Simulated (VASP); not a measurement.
```xyz
4
Lattice="-0.0082 3.9334 3.9984 3.9334 -0.0082 3.9984 1.9626 1.9626 0.0000" Properties=species:S:1:pos:R:3 pbc="T T T"
Pt     1.9626     1.9626     0.0000
Pt     1.9667    -0.0041     1.9992
Pt     1.9585     3.9293     1.9992
Au     1.9626     1.9626     3.9984
```

These are PBEsol GGA, VASP's PBE PAW potentials (set 64) (plane waves; VASP 6.6.1) values and carry that method's errors. Numerical set-up: 400 eV cut-off, 8×8×15 Γ-centred mesh, tetrahedra with Blöchl corrections, potentials Pt Au.

The cores are frozen, which limits the accuracy of field gradients.

### Question
Give the principal components of the electric field gradient (V/Å²) and the asymmetry η at each nucleus.

### Answer

```csv
atom,Vxx,Vyy,Vzz,η
Pt1,19.6,8.2,-27.9,0.41
Pt2,32.0,9.9,-41.9,0.53
Pt3,32.0,9.9,-41.9,0.53
Au4,-10.0,-3.6,13.6,0.46
```

The structure was generated: AuPt3 was put into an ordered model structure (Cmmm), which need not be its known phase. It was relaxed first.
